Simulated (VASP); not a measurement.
## HfSiO4 (space group I4_1/amd): computed properties

Calculation: PBEsol GGA, VASP's PBE PAW potentials (set 64) (plane waves; VASP).

```yaml
space_group: I4_1/amd (141)
cell: a = b = 6.561 Å, c = 5.961 Å, α = β = γ = 90.00°
volume_per_atom: 10.69 Å³/atom
band gap (over mesh and band path): 5.38 eV
smallest direct gap (over mesh and band path): 5.76 eV
band_edge_character: indirect, Γ-Z at 0.10 to P-N at 0.20
density: 7.00 g/cm³
mean ε∞ (independent particles): 4.06
```

```xyz
12
Lattice="-3.2806 3.2806 2.9805 3.2806 -3.2806 2.9805 3.2806 3.2806 -2.9805" Properties=species:S:1:pos:R:3 pbc="T T T"
Hf     0.0000     0.0000     0.0000
Hf     0.0000     3.2806     1.4902
Si     3.2806     0.0000     1.4902
Si     0.0000     0.0000     2.9805
O      3.2806     2.0648    -1.0883
O      4.4965     0.0000     0.4019
O      0.0000     1.2158     1.8922
O      2.0648     0.0000     0.4019
O      3.2806     1.2158     2.5785
O      1.2158     0.0000     4.0688
O      3.2806    -1.2158     2.5785
O      2.0648     3.2806     1.0883
```

Unless said otherwise, spin-orbit coupling is left out, though it shifts the bands of the heavy elements here.

The structure comes from a computed database's HfSiO4 entry (I4_1/amd); how it stands against other phases isn't given here. It was relaxed first. Symmetry was kept, so distortions that lower it aren't found.
